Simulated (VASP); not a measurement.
AlN: band gap against strain

AlN (wurtzite, P6_3mc, 10.387 Å³/atom and stress up to 0.06 GPa in the relaxed cell, c along z) under a strain ε along c (axis z), the other axes held. r2SCAN in VASP (plane waves, PAW), 600 eV, 12×12×6 Γ-centred mesh, Gaussian smearing 0.05 eV; ions are relaxed, or left where forces stay under 0.02 eV/Å, within the symmetry of each cell. Gaps are the smallest on the run's k-mesh, which can miss an edge that lies off it, without spin-orbit coupling; in all rows the valence edge lies at Γ and the conduction edge at Γ.

Here s stands for strain and Eg for gap.

| strain (%) | gap (eV) |
|---|---|
| -3.00 | ? |
| -1.50 | 4.981 |
| -1.00 | 4.966 |
| -0.50 | 4.949 |
| 0.00 | 4.929 |

Fit Eg of the 4 rows that show it with a straight line. Means: s -0.75000, Eg 4.9562. About the means, the sum of products is -0.043250 and the sum of squares of s is 1.2500; the slope is their ratio. Least squares gives Eg = 4.9303 - 0.03460·s. Residuals (row less fit): -0.0012, 0.0011, 0.0014, -0.0013; standard error 0.0018 (degrees of freedom: 2). Over these rows the gap moves by -3.5 ± 0.2 eV per unit strain.

Predict the withheld Eg at s = -3.00 from the fit, and compare with the calculation.

Eg = 4.9303 - 0.03460 × (-3.0) = 5.0341 eV. The calculation gives 5.018 eV, 0.0161 eV below the prediction (18.1 % of the range of Eg in the table). The row lies outside the fitted rows, so this is an extrapolation. From the scatter of the fitted rows alone, a prediction at this place has a standard error of 0.0041 eV, so the miss is 3.9 times that.

A polynomial of degree 2 through the 6 other runs of the series gives 5.017 there, so most of the miss is curvature that the fit leaves out. Rows are the converged runs of the series near zero and its far end, less any whose ions stayed unrelaxed beside relaxed ones; series whose fitted rows scatter by over a few per cent of the range, as at a crossing or softening among them, aren't shown in this form. Most that stay on the fit to the last digits aren't either.
